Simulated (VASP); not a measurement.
Given:

```yaml
crystal:
  lattice:
    - [4.20999, 0.00000, 0.00000]
    - [0.00000, 4.20999, 0.00000]
    - [0.00000, 0.00000, 5.94655]
  atoms:
    - { symbol: Hg, position: [0.50000, 0.00000, 0.76237] }
    - { symbol: Hg, position: [0.00000, 0.50000, 0.23763] }
    - { symbol: Se, position: [0.00000, 0.00000, 0.50000] }
    - { symbol: S, position: [0.50000, 0.50000, 0.00000] }
```

Method: LDA (Ceperley-Alder, Perdew-Zunger), VASP's LDA PAW potentials (set 64) (plane waves; VASP). Run with 400 eV cut-off, Gaussian smearing of 0.050 eV, potentials Hg Se S.

Unless said otherwise, spin-orbit coupling is left out, though it shifts the bands of the heavy elements here.

Q: What does the run give for the band gap (along the path) with the smallest direct gap where there is one?

A: 
| Item | Result |
|---|---|
| band gap (along the path) | none (metal, semimetal or under 0.01 eV) |

The absolute energy has meaning only against runs of the same code, potentials and settings.

The structure comes from a computed database's Hg2SeS entry (P-4m2); how it stands against other phases isn't given here. It was relaxed first, which changed the volume by -5 %.
